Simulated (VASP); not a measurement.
Shape and ions are relaxed at each volume.

Energy against volume of GaN (wurtzite). The numbers are results of PBE GGA, VASP's PBE PAW potentials (set 64) (plane waves; VASP), not measurements.

```csv
V (Å³/atom),E (eV/atom)
11.055,-6.05602
11.407,-6.07562
11.760,-6.08191
12.113,-6.07689
12.466,-6.06227
```

**Question.** Fit a third-order Birch-Murnaghan equation of state.

**Answer.** 
```yaml
volume_per_atom: 11.77 Å^3/atom
bulk_modulus: 170 GPa
pressure_derivative_of_the_bulk_modulus: 4.43
```

The compound is GaN in the wurtzite structure. It was relaxed first.
